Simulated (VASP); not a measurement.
Here is the system:

```
CELL_PARAMETERS angstrom
      0.00000     2.96000     2.96000
      2.96000     0.00000     2.96000
      2.96000     2.96000     0.00000
ATOMIC_POSITIONS crystal
  Ca 0.00000 0.00000 0.00000
  Se 0.50000 0.50000 0.50000
```

These are G0W0 on PBE orbitals, VASP's PBE PAW potentials (set 64) (plane waves; VASP) values and carry that method's errors. Numerical set-up: PREC = Normal, 500 eV cut-off, 4×4×4 Γ-centred mesh, Gaussian smearing of 0.010 eV, potentials Ca_sv_GW Se_GW.

The mesh is coarse and the basis finite, so the quasiparticle values are not converged.

NBANDS = 64, ENCUTGW = 150 eV, NOMEGA = 64. The PBE levels (eV) that the step starts from are:

| state | KS energy | filling |
|---|---|---|
| k1 (0.00, 0.00, 0.00), band 5 | -8.13 | 2 |
| k1 (0.00, 0.00, 0.00), band 6 | 3.66 | 2 |
| k1 (0.00, 0.00, 0.00), band 7 | 3.66 | 2 |
| k1 (0.00, 0.00, 0.00), band 8 | 3.66 | 2 |
| k1 (0.00, 0.00, 0.00), band 9 | 6.98 | 0 |
| k1 (0.00, 0.00, 0.00), band 10 | 7.36 | 0 |
| k1 (0.00, 0.00, 0.00), band 11 | 7.36 | 0 |
| k1 (0.00, 0.00, 0.00), band 12 | 7.36 | 0 |
| k2 (0.25, 0.00, 0.00), band 5 | -7.80 | 2 |
| k2 (0.25, 0.00, 0.00), band 6 | 1.66 | 2 |
| k2 (0.25, 0.00, 0.00), band 7 | 2.96 | 2 |
| k2 (0.25, 0.00, 0.00), band 8 | 2.96 | 2 |
| k2 (0.25, 0.00, 0.00), band 9 | 7.37 | 0 |
| k2 (0.25, 0.00, 0.00), band 10 | 8.08 | 0 |
| k2 (0.25, 0.00, 0.00), band 11 | 8.08 | 0 |
| k2 (0.25, 0.00, 0.00), band 12 | 9.31 | 0 |

Question: Give the quasiparticle energies and renormalisation factors Z.

Answer: 
```tsv
state	QP energy (eV)	Z
k1 (0.00, 0.00, 0.00), band 5	-8.76	0.69
k1 (0.00, 0.00, 0.00), band 6	3.04	0.77
k1 (0.00, 0.00, 0.00), band 7	3.04	0.77
k1 (0.00, 0.00, 0.00), band 8	3.04	0.77
k1 (0.00, 0.00, 0.00), band 9	7.55	0.79
k1 (0.00, 0.00, 0.00), band 10	8.81	0.77
k1 (0.00, 0.00, 0.00), band 11	8.81	0.77
k1 (0.00, 0.00, 0.00), band 12	8.81	0.77
k2 (0.25, 0.00, 0.00), band 5	-8.41	0.68
k2 (0.25, 0.00, 0.00), band 6	0.90	0.75
k2 (0.25, 0.00, 0.00), band 7	2.38	0.76
k2 (0.25, 0.00, 0.00), band 8	2.38	0.76
k2 (0.25, 0.00, 0.00), band 9	8.40	0.78
k2 (0.25, 0.00, 0.00), band 10	9.73	0.76
k2 (0.25, 0.00, 0.00), band 11	9.73	0.76
k2 (0.25, 0.00, 0.00), band 12	11.15	0.75
```
On the mesh the gap opens from 2.03 to 3.57 eV.

The compound is CaSe in the rock salt structure. The cell was not relaxed at this level. The k-mesh is coarse (spacing up to 0.46 per Å, 2π included), so the numbers may not be converged in it.
